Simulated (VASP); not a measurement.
These are r2SCAN meta-GGA, VASP's PBE PAW potentials (set 64) (plane waves; VASP) values and carry that method's errors.

VASP ran on this input.

### INCAR
```
! general
SYSTEM  = Na
PREC    = Accurate
ENCUT   = 520
LREAL   = .False.
LASPH   = .True.

! electronic loop
EDIFF   = 1E-7
NELM    = 100
ALGO    = Normal
LMIXTAU = .True.

! smearing
ISMEAR  = 1
SIGMA   = 0.1

! functional
METAGGA = R2SCAN

! ions
ISIF    = 2

! output
LWAVE   = .False.
LCHARG  = .False.
```

### KPOINTS
```
K-points
0
gamma
 12 12 12
0 0 0
```

### POSCAR
```
Na
1
   -2.0828999100     2.0828999100     2.0828999100
    2.0828999100    -2.0828999100     2.0828999100
    2.0828999100     2.0828999100    -2.0828999100
Na
1
Direct
  1.0000000000   1.0000000000   1.0000000000
```

POTCAR, in this order: Na_pv (PBE.64 set). Program: vasp_std.

Task: Predict the energy per atom (σ→0), band gap (on the k-mesh).

Result: 
| Item | Value |
|---|---|
| energy per atom (σ→0) | -3.549 eV/atom |
| band gap (on the k-mesh) | none (metal, semimetal or under 0.01 eV) |

File OSZICAR:
```
...
DAV:  20    -0.354888668157E+01    0.12070E-04   -0.78454E-08  1134   0.389E-03    0.126E-03
DAV:  21    -0.354886555940E+01    0.21122E-04   -0.93145E-08  1008   0.401E-03    0.703E-04
DAV:  22    -0.354884809894E+01    0.17460E-04   -0.26066E-07  1036   0.376E-03    0.244E-04
DAV:  23    -0.354884225314E+01    0.58458E-05   -0.35887E-08  1008   0.229E-03    0.922E-05
DAV:  24    -0.354883881621E+01    0.34369E-05   -0.92329E-09   805   0.109E-03    0.213E-05
DAV:  25    -0.354883847141E+01    0.34480E-06   -0.14572E-09   525   0.376E-04    0.437E-06
DAV:  26    -0.354883848756E+01   -0.16141E-07   -0.25954E-10   525   0.154E-04
   1 F= -.35488385E+01 E0= -.35485840E+01  d E =-.763317E-03
```

The compound is Na in the bcc structure. This cell is one point of a volume scan, at 0.94 of the reference volume.
